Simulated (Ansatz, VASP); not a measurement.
# ZnPS3 in two plane-wave programs, part 2 of 2

Wanted: the spread between two codes on one cell, functional and k mesh. The cell is taken from a series of runs on this material, whose earlier steps may have relaxed, scaled, displaced or heated it; both programs get it as it stands.

VASP 6.6.1 and Ansatz 0.2.0.

So far: The structure; Ansatz: dielectric response, LDA.

### 3. VASP: dielectric response, LDA

Level of this step: LDA; plane waves and PAW (Zn, P, S) (VASP).

The same cell, functional (in two slightly different forms) and mesh now go to VASP, with its own data sets.

Lines of VASP's logs that name or quote its potential files are left out, and so is its time.

INCAR reads:

```
SYSTEM = ZnPS3
PREC = Accurate
ENCUT = 400
EDIFF = 1E-08
NELM = 120
ISMEAR = 0
SIGMA = 0.01
LREAL = .FALSE.
ALGO = Normal
GGA = CA
NBANDS = 45
LORBIT = 11
LWAVE = .FALSE.
LCHARG = .FALSE.
ISIF = 2
LEPSILON = .TRUE.
LASPH = .TRUE.
GGA_COMPAT = .FALSE.
EFERMI = MIDGAP
KPAR = 2
```

POSCAR reads:

```
ZnPS3
1.0
    2.9241439516     -5.0686337764      0.0002131003
    2.9241439516      5.0686337764      0.0002131003
   -1.9314010456      0.0000000000      6.3013826400
Zn P S
2 2 6
Direct
    0.6674819479      0.3325180521      0.0000000000
    0.3325180521      0.6674819479      0.0000000000
    0.9420357264      0.9420357264      0.8265338672
    0.0579642736      0.0579642736      0.1734661328
    0.5801548021      0.9164201668      0.7487598531
    0.0835798332      0.4198451979      0.2512401469
    0.7465943414      0.7465943414      0.2505942246
    0.2534056586      0.2534056586      0.7494057754
    0.4198451979      0.0835798332      0.2512401469
    0.9164201668      0.5801548021      0.7487598531
```

KPOINTS reads:

```
Automatic mesh
0
Gamma
4 4 4
0 0 0
```

Potentials, in the order of the species: Zn, P and S (LDA family, release 64).

Command:

```
$ mpirun -np 2 vasp_std
```

Numbers of over 12 decimals in the logs are rounded to 6 here.

The program printed:

```text
[banner, memory and clock lines left out]
running    2 mpi-ranks, on    1 nodes
 distrk:  each k-point on    1 cores,    2 groups
 distr:  one band on    1 cores,    1 groups

 POSCAR found type information on POSCAR ZnP S
 POSCAR found :  3 types and      10 ions
 LDA part: xc-table for (Slater(with rela. corr.)+CA(PZ))
 , standard interpolation
 POSCAR, INCAR and KPOINTS ok, starting setup
 FFT: planning ... GRIDC
 FFT: planning ... GRID_SOFT
 FFT: planning ... GRID
 WAVECAR not read
 entering main loop
       N       E                     dE             d eps       ncg     rms          rms(c)
DAV:   1     0.480592820696E+03    0.48059E+03   -0.26314E+04  2160   0.131E+03
DAV:   2     0.119989714768E+02   -0.46859E+03   -0.44825E+03  2341   0.321E+02
DAV:   3    -0.475990045622E+02   -0.59598E+02   -0.58640E+02  2546   0.121E+02
DAV:   4    -0.497827410203E+02   -0.21837E+01   -0.21628E+01  2656   0.245E+01
DAV:   5    -0.498393413892E+02   -0.56600E-01   -0.56486E-01  2622   0.399E+00    0.245E+01
DAV:   6    -0.483929843380E+02    0.14464E+01   -0.28214E+00  3199   0.360E+01    0.161E+01
DAV:   7    -0.483104081212E+02    0.82576E-01   -0.27677E+00  2414   0.713E+00    0.264E+00
DAV:   8    -0.482625028013E+02    0.47905E-01   -0.20066E-01  2761   0.257E+00    0.156E+00
DAV:   9    -0.482583145285E+02    0.41883E-02   -0.46338E-02  2931   0.168E+00    0.490E-01
DAV:  10    -0.482583089297E+02    0.55988E-05   -0.29226E-03  2977   0.734E-01    0.197E-01
DAV:  11    -0.482583249080E+02   -0.15978E-04   -0.59789E-04  3147   0.277E-01    0.439E-02
DAV:  12    -0.482583262266E+02   -0.13187E-05   -0.72125E-05  2777   0.802E-02    0.213E-02
DAV:  13    -0.482583247917E+02    0.14349E-05   -0.12836E-05  3083   0.470E-02    0.133E-02
DAV:  14    -0.482583247852E+02    0.64820E-08   -0.29328E-06  2793   0.225E-02    0.387E-03
DAV:  15    -0.482583247927E+02   -0.74124E-08   -0.37450E-07  3272   0.549E-03    0.164E-03
DAV:  16    -0.482583248044E+02   -0.11703E-07   -0.96664E-08  2465   0.372E-03    0.547E-04
DAV:  17    -0.482583247993E+02    0.50341E-08   -0.16890E-08  1448   0.296E-03
   1 F= -.48258325E+02 E0= -.48258325E+02  d E =0.000000E+00
 Linear response reoptimize wavefunctions to high precision
DAV:   1    -0.482583248002E+02   -0.89676E-09   -0.94646E-09  1575   0.440E-04
DAV:   2    -0.482583248004E+02   -0.16917E-09   -0.11751E-09  1410   0.212E-04
DAV:   3    -0.482583248004E+02   -0.45475E-10   -0.28225E-10  1385   0.965E-05
 Linear response G [H, r] |phi>, progress :
  Direction:   1
       N       E                     dE             d eps       ncg     rms
RMM:   1    -0.289420255291E+03   -0.28942E+03    0.37917E+01  5558   0.978E+01
RMM:   2    -0.217570893509E+03    0.71849E+02   -0.65209E+01  3791   0.371E+01
RMM:   3    -0.218377122958E+03   -0.80623E+00   -0.27710E+00  3777   0.735E+00
RMM:   4    -0.218427521681E+03   -0.50399E-01   -0.17701E-01  3879   0.157E+00
RMM:   5    -0.218430671892E+03   -0.31502E-02   -0.31698E-02  3949   0.440E-01
RMM:   6    -0.218431701178E+03   -0.10293E-02   -0.63256E-03  4008   0.157E-01
RMM:   7    -0.218431885631E+03   -0.18445E-03   -0.25701E-03  4100   0.634E-02
RMM:   8    -0.218431937531E+03   -0.51901E-04   -0.47579E-04  4176   0.270E-02
RMM:   9    -0.218431950673E+03   -0.13141E-04   -0.24627E-04  4253   0.130E-02
RMM:  10    -0.218431951719E+03   -0.10461E-05   -0.19651E-04  4266   0.653E-03
RMM:  11    -0.218431952520E+03   -0.80151E-06   -0.17043E-04  3956   0.423E-03
RMM:  12    -0.218431953944E+03   -0.14234E-05   -0.14244E-04  3796   0.327E-03
RMM:  13    -0.218431952916E+03    0.10282E-05   -0.14981E-04  3731   0.297E-03
RMM:  14    -0.218431955516E+03   -0.26008E-05   -0.16283E-04  3807   0.283E-03
RMM:  15    -0.218431953942E+03    0.15747E-05   -0.28597E-04  3803   0.277E-03
RMM:  16    -0.218431952924E+03    0.10177E-05   -0.12669E-04  3859   0.275E-03
 Linear response G [H, r] |phi>, progress :
  Direction:   2
       N       E                     dE             d eps       ncg     rms
RMM:   1    -0.289502812872E+03   -0.28950E+03    0.32628E+01  5548   0.977E+01
RMM:   2    -0.217519873344E+03    0.71983E+02   -0.63928E+01  3788   0.369E+01
RMM:   3    -0.218355951267E+03   -0.83608E+00   -0.28709E+00  3778   0.739E+00
RMM:   4    -0.218414540930E+03   -0.58590E-01   -0.19028E-01  3875   0.160E+00
RMM:   5    -0.218417532555E+03   -0.29916E-02   -0.31927E-02  3938   0.447E-01
RMM:   6    -0.218418505628E+03   -0.97307E-03   -0.55762E-03  3988   0.157E-01
RMM:   7    -0.218418697366E+03   -0.19174E-03   -0.17152E-03  4102   0.633E-02
RMM:   8    -0.218418766302E+03   -0.68936E-04    0.50981E-04  4171   0.266E-02
RMM:   9    -0.218418770444E+03   -0.41425E-05    0.62528E-04  4252   0.123E-02
RMM:  10    -0.218418782631E+03   -0.12186E-04    0.52177E-04  4277   0.657E-03
RMM:  11    -0.218418794245E+03   -0.11615E-04    0.98603E-05  3969   0.407E-03
RMM:  12    -0.218418752252E+03    0.41993E-04    0.86931E-04  3771   0.325E-03
[...]
RMM:   9    -0.218736593135E+03   -0.83068E-05   -0.16587E-04  4232   0.113E-02
RMM:  10    -0.218736594577E+03   -0.14420E-05   -0.12770E-04  4197   0.532E-03
RMM:  11    -0.218736593573E+03    0.10046E-05   -0.57164E-05  3926   0.340E-03
RMM:  12    -0.218736593800E+03   -0.22733E-06    0.30167E-05  3796   0.268E-03
[...]
RMM:  17    -0.435816621413E+01    0.61275E-09   -0.41975E-07  2711   0.207E-04
 change of polarisation eV/A/(eV/A) component  2 :     0.006     8.716     0.097
 dielectric tensor                  component  2 :     0.006     9.444     0.094
 Linear response to external field (no local field effect), progress :
  Direction:   3
       N       E                     dE             d eps       ncg     rms          rms(c)
RMM:   1    -0.284689174928E+01   -0.28469E+01   -0.11772E+01  4249   0.535E+00
RMM:   2    -0.299323278342E+01   -0.14634E+00   -0.88548E-02  3790   0.124E+00
RMM:   3    -0.299751994226E+01   -0.42872E-02   -0.61684E-03  3826   0.231E-01
RMM:   4    -0.299774765305E+01   -0.22771E-03   -0.40401E-04  3879   0.540E-02
RMM:   5    -0.299775877224E+01   -0.11119E-04   -0.70240E-05  3864   0.174E-02
RMM:   6    -0.299776205798E+01   -0.32857E-05   -0.16900E-05  3959   0.693E-03
RMM:   7    -0.299776264779E+01   -0.58981E-06   -0.55937E-06  3891   0.318E-03
RMM:   8    -0.299776285302E+01   -0.20523E-06   -0.13375E-06  3166   0.159E-03
RMM:   9    -0.299776292090E+01   -0.67873E-07   -0.90023E-07  2835   0.885E-04
RMM:  10    -0.299776293039E+01   -0.94941E-08   -0.40312E-07  2823   0.542E-04
RMM:  11    -0.299776293971E+01   -0.93216E-08   -0.69561E-07  2824   0.376E-04
RMM:  12    -0.299776293826E+01    0.14498E-08    0.96850E-08  2820   0.285E-04
 change of polarisation eV/A/(eV/A) component  3 :    -0.011     0.097     5.996
 dielectric tensor                  component  3 :    -0.011     0.094     6.808
 Linear response to external field, progress :
  Direction:   1
       N       E                     dE             d eps       ncg     rms          rms(c)
RMM:   1    -0.406528007115E+01   -0.40653E+01   -0.20246E+01  4265   0.595E+00
RMM:   2    -0.436057614422E+01   -0.29530E+00   -0.14424E-01  3819   0.140E+00    0.463E+00
RMM:   3    -0.394377421866E+01    0.41680E+00   -0.70129E-01  3820   0.230E+00    0.215E+00
RMM:   4    -0.397831103994E+01   -0.34537E-01   -0.18511E-01  3912   0.127E+00    0.756E-01
RMM:   5    -0.401756327521E+01   -0.39252E-01   -0.99065E-03  3843   0.383E-01    0.222E-01
RMM:   6    -0.403648481911E+01   -0.18922E-01   -0.11212E-03  3944   0.123E-01    0.675E-02
RMM:   7    -0.403797409125E+01   -0.14893E-02   -0.24882E-04  3950   0.506E-02    0.240E-02
RMM:   8    -0.403892325424E+01   -0.94916E-03   -0.20979E-05  3958   0.173E-02    0.887E-03
RMM:   9    -0.403933874087E+01   -0.41549E-03   -0.16574E-05  3908   0.832E-03    0.155E-03
RMM:  10    -0.403935982852E+01   -0.21088E-04   -0.90108E-06  3960   0.277E-03    0.939E-04
RMM:  11    -0.403935790224E+01    0.19263E-05   -0.71052E-06  4054   0.980E-04    0.257E-04
RMM:  12    -0.403935543499E+01    0.24672E-05   -0.54109E-06  3974   0.482E-04    0.129E-04
RMM:  13    -0.403935515435E+01    0.28065E-06   -0.53302E-06  3609   0.301E-04    0.509E-05
RMM:  14    -0.403935478446E+01    0.36989E-06   -0.44920E-06  3004   0.232E-04    0.142E-05
RMM:  15    -0.403935490762E+01   -0.12316E-06   -0.51983E-06  2944   0.213E-04    0.353E-06
 change of polarisation eV/A/(eV/A) component  1 :     7.705     0.005    -0.029
 dielectric tensor                  component  1 :     8.464     0.005    -0.028
 Linear response to external field, progress :
  Direction:   2
       N       E                     dE             d eps       ncg     rms          rms(c)
RMM:   1    -0.405771127387E+01   -0.40577E+01   -0.20187E+01  4265   0.594E+00
RMM:   2    -0.434864034119E+01   -0.29093E+00   -0.14473E-01  3810   0.139E+00    0.461E+00
RMM:   3    -0.393314261574E+01    0.41550E+00   -0.70661E-01  3821   0.229E+00    0.215E+00
RMM:   4    -0.396681141580E+01   -0.33669E-01   -0.18483E-01  3910   0.126E+00    0.754E-01
RMM:   5    -0.400592626257E+01   -0.39115E-01   -0.97816E-03  3837   0.379E-01    0.220E-01
RMM:   6    -0.402474016762E+01   -0.18814E-01   -0.11046E-03  3935   0.120E-01    0.675E-02
RMM:   7    -0.402620153568E+01   -0.14614E-02   -0.25487E-04  3939   0.500E-02    0.240E-02
RMM:   8    -0.402717677999E+01   -0.97524E-03   -0.25063E-05  3948   0.167E-02    0.849E-03
RMM:   9    -0.402759751290E+01   -0.42073E-03   -0.23030E-06  3918   0.803E-03    0.156E-03
RMM:  10    -0.402761011575E+01   -0.12603E-04    0.18242E-06  3958   0.268E-03    0.922E-04
RMM:  11    -0.402760743686E+01    0.26789E-05    0.29286E-06  4046   0.880E-04    0.239E-04
RMM:  12    -0.402760628396E+01    0.11529E-05    0.12207E-05  4016   0.420E-04    0.129E-04
RMM:  13    -0.402760559884E+01    0.68512E-06    0.14504E-05  3602   0.275E-04    0.487E-05
RMM:  14    -0.402760562242E+01   -0.23581E-07    0.14163E-05  3054   0.211E-04    0.940E-06
 change of polarisation eV/A/(eV/A) component  2 :     0.010     7.682     0.073
 dielectric tensor                  component  2 :     0.010     8.442     0.071
 Linear response to external field, progress :
  Direction:   3
       N       E                     dE             d eps       ncg     rms          rms(c)
RMM:   1    -0.284689174928E+01   -0.28469E+01   -0.11772E+01  4249   0.535E+00
RMM:   2    -0.299323277235E+01   -0.14634E+00   -0.88547E-02  3790   0.124E+00    0.383E+00
RMM:   3    -0.230185370649E+01    0.69138E+00   -0.12245E+00  3794   0.253E+00    0.145E+00
RMM:   4    -0.226169692156E+01    0.40157E-01   -0.45602E-01  3916   0.140E+00    0.773E-01
RMM:   5    -0.228058528521E+01   -0.18888E-01   -0.39750E-02  3795   0.658E-01    0.236E-01
RMM:   6    -0.228986797069E+01   -0.92827E-02   -0.69446E-03  3979   0.216E-01    0.160E-01
RMM:   7    -0.229279197780E+01   -0.29240E-02   -0.92660E-04  3934   0.747E-02    0.720E-02
RMM:   8    -0.229394167611E+01   -0.11497E-02   -0.24077E-04  3922   0.410E-02    0.286E-02
RMM:   9    -0.229427455768E+01   -0.33288E-03   -0.29644E-05  3947   0.124E-02    0.319E-03
RMM:  10    -0.229435157340E+01   -0.77016E-04   -0.78524E-06  3976   0.406E-03    0.214E-03
RMM:  11    -0.229433194429E+01    0.19629E-04   -0.58144E-08  4003   0.153E-03    0.138E-03
RMM:  12    -0.229432127249E+01    0.10672E-04    0.10529E-06  4056   0.675E-04    0.158E-04
RMM:  13    -0.229432129988E+01   -0.27388E-07    0.55867E-06  3906   0.330E-04    0.874E-05
RMM:  14    -0.229432023511E+01    0.10648E-05    0.67639E-06  3213   0.216E-04    0.204E-05
RMM:  15    -0.229432074786E+01   -0.51275E-06    0.25872E-07  2943   0.188E-04    0.732E-06
 change of polarisation eV/A/(eV/A) component  3 :    -0.029     0.074     4.339
 dielectric tensor                  component  3 :    -0.028     0.072     5.203
 Born effective charges drift removed
```

Parts of OUTCAR (step 3):

```text
ion  position               nearest neighbor table
   1  0.667  0.333  0.000-   5 2.50   6 2.50   9 2.50  10 2.50   7 2.51   8 2.51
   2  0.333  0.667  0.000-   9 2.50  10 2.50   5 2.50   6 2.50   7 2.51   8 2.51
   3  0.942  0.942  0.827-   5 2.03  10 2.03   8 2.03   4 2.19
   4  0.058  0.058  0.173-   6 2.03   9 2.03   7 2.03   3 2.19
   5  0.580  0.916  0.749-   3 2.03   1 2.50   2 2.50
   6  0.084  0.420  0.251-   4 2.03   1 2.50   2 2.50
   7  0.747  0.747  0.251-   4 2.03   2 2.51   1 2.51
   8  0.253  0.253  0.749-   3 2.03   2 2.51   1 2.51
   9  0.420  0.084  0.251-   4 2.03   2 2.50   1 2.50
  10  0.916  0.580  0.749-   3 2.03   2 2.50   1 2.50

  LATTYP: Found a base centered monoclinic cell.
 ALAT       =     5.8482879187
 B/A-ratio  =     1.7333735434
 C/A-ratio  =     1.1269504758
 COS(beta)  =    -0.2929784061

 Subroutine GETGRP returns: Found  4 space group operations
 (whereof  4 operations were pure point group operations)

The static configuration has the point symmetry C_2h.

 Found     24 irreducible k-points:

   k-points           NKPTS =     24   k-points in BZ     NKDIM =     24   number of bands    NBANDS=     45

   dimension x,y,z NGX =    40 NGY =   40 NGZ =   48
   dimension x,y,z NGXF=    80 NGYF=   80 NGZF=   96

   ENCUT  =  400.0 eV  29.40 Ry    5.42 a.u.   9.54  9.54 10.75*2*pi/ulx,y,z

   NELECT =      70.0000    total number of electrons

 k-points in reciprocal lattice and weights: Automatic mesh
   0.00000000  0.00000000  0.00000000       0.016
   0.25000000 -0.00000000  0.00000000       0.062
   0.50000000 -0.00000000  0.00000000       0.031
   0.25000000  0.25000000  0.00000000       0.031
   0.50000000  0.25000000  0.00000000       0.062
  -0.25000000  0.25000000  0.00000000       0.031
   0.50000000  0.50000000  0.00000000       0.016
   0.00000000  0.00000000  0.25000000       0.031
   0.25000000 -0.00000000  0.25000000       0.062
[...]
-0.25000000  0.25000000  0.50000000       0.031
   0.50000000  0.50000000  0.50000000       0.016

 average (electrostatic) potential at core
       1 -35.6097       2 -35.6097       3 -86.8689       4 -86.8689       5 -87.5366
       6 -87.5366       7 -87.5492       8 -87.5492       9 -87.5366      10 -87.5366

  Total       -0.5189843     -0.5623791     -0.1646906      0.0000000      0.0000000     -0.0070371
  in kB       -4.4514306     -4.8236365     -1.4125839      0.0000000      0.0000000     -0.0603583
  external PRESSURE =      -3.5625503 kB  Pullay stress =       0.0000000 kB

  energy-cutoff  :      400.00
  volume of cell :      186.79
      direct lattice vectors                 reciprocal lattice vectors
     2.924143952 -5.068633776  0.000213100     0.170986395 -0.098645912  0.052408070
     2.924143952  5.068633776  0.000213100     0.170986395  0.098645912  0.052408070
    -1.931401046  0.000000000  6.301382640    -0.000011565  0.000000000  0.158691786

 POSITION                                       TOTAL-FORCE (eV/Angst)
 -----------------------------------------------------------------------------------
      2.92414     -1.69781      0.00021         0.000000      0.003966     -0.000000
      2.92414      1.69781      0.00021         0.000000     -0.003966      0.000000
      3.91293      0.00000      5.20871        -0.004465      0.000000     -0.054506
      0.00396      0.00000      1.09310         0.004465      0.000000      0.054506
      2.93005      1.70441      4.71854         0.052749     -0.082954      0.006366
      0.98684      1.70441      1.58327        -0.052749     -0.082954     -0.006366
      3.88230      0.00000      1.57941         0.100565      0.000000     -0.008468
      0.03459      0.00000      4.72240        -0.100565      0.000000      0.008468
      0.98684     -1.70441      1.58327        -0.052749      0.082954     -0.006366
      2.93005     -1.70441      4.71854         0.052749      0.082954      0.006366
 -----------------------------------------------------------------------------------
    total drift:                               -0.000000      0.000000      0.000000

 MACROSCOPIC STATIC DIELECTRIC TENSOR (including local field effects in DFT)
 ------------------------------------------------------
           8.464372     0.000000    -0.028043
           0.000000     8.442082     0.000000
          -0.028044     0.000000     5.203340
 ------------------------------------------------------

 PIEZOELECTRIC TENSOR (including local field effects)  for field in x, y, z        (C/m^2)
          XX          YY          ZZ          XY          YZ          ZX
  --------------------------------------------------------------------------------
  x     0.00000     0.00000     0.00000     0.00000     0.00000     0.00000
  y     0.00000     0.00000     0.00000     0.00000     0.00000     0.00000
  z     0.00000     0.00000     0.00000     0.00000     0.00000     0.00000

 BORN EFFECTIVE CHARGES (including local field effects) (in |e|, cummulative output)
 ---------------------------------------------------------------------------------
 ion    1
    1     2.93502     0.00000    -0.00460
    2     0.00000     2.93776     0.00000
    3     0.02173     0.00000     1.41709
 ion    2
    1     2.93502     0.00000    -0.00460
    2     0.00000     2.93776     0.00000
    3     0.02173     0.00000     1.41709
 ion    3
    1     3.03594     0.00000    -0.04189
    2     0.00000     3.03941     0.00000
    3    -0.05686     0.00000     0.80401
 ion    4
    1     3.03594     0.00000    -0.04189
    2     0.00000     3.03941     0.00000
    3    -0.05686     0.00000     0.80401
 ion    5
    1    -1.74400     0.46160     0.09426
    2     0.44391    -2.25267    -0.15270
    3     0.00529    -0.00160    -0.69309
 ion    6
    1    -1.74400    -0.46160     0.09426
    2    -0.44391    -2.25267     0.15270
    3     0.00529     0.00160    -0.69309
 ion    7
    1    -2.48297     0.00000    -0.14204
    2     0.00000    -1.47182     0.00000
    3     0.02454     0.00000    -0.83492
 ion    8
    1    -2.48297     0.00000    -0.14204
    2     0.00000    -1.47182     0.00000
    3     0.02454     0.00000    -0.83492
 ion    9
    1    -1.74400     0.46160     0.09426
    2     0.44391    -2.25267    -0.15270
    3     0.00529    -0.00160    -0.69309
 ion   10
    1    -1.74400    -0.46160     0.09426
    2    -0.44391    -2.25267     0.15270
    3     0.00529     0.00160    -0.69309
```

The dielectric response converges more slowly with the mesh than energies do, so tensor and charges may still move on a finer one.

### 4. Side by side

Known differences besides the potentials themselves: the two LDA forms differ slightly; fixed occupations in Ansatz, narrow Gaussian smearing in VASP; VASP's response is taken on the typed mesh, Ansatz refines its own for the field response alone; the cutoff is 420 eV in Ansatz and 400 eV in VASP; VASP's log shows a relativistic correction to its local exchange, Ansatz's none. Total energies have different zeros and are not compared.

Compared:

```
                                     quantity  Ansatz   VASP  difference
                                        ε∞ xx    8.49   8.46     +0.27 %
                                        ε∞ yy    8.47   8.44     +0.32 %
                                        ε∞ zz    5.22   5.20     +0.30 %
Born charge of Zn1 (mean of the diagonal) (e)    2.42   2.43       -0.01
 Born charge of P3 (mean of the diagonal) (e)    2.33   2.29       +0.04
 Born charge of S5 (mean of the diagonal) (e)   -1.57  -1.56       -0.01
```

### 5. Summary of results

- difference in ε∞ yy (dielectric response, LDA): 0.32 %

In words: The difference in ε∞ yy is 0.32 % (dielectric response, LDA), within the 5 % picked in this series as the mark of a large difference. 1 further run of this series is not shown here. Such differences can come from data sets, numerical settings and the points named under the comparisons, not from the functional's error against experiment.

[Lines on the potential files, build, host, timing and source positions are cut from VASP's logs without a mark.]

[Logs are printed without paths, hosts, clocks, repeated set-up lines and the standing remarks that a program may print on its own settings, such as how far it seeks lower states.]

[Hosts, paths, dates, database ids (printed as entryN), source tags and the programs' standing remarks are cut or masked in the printed files.]
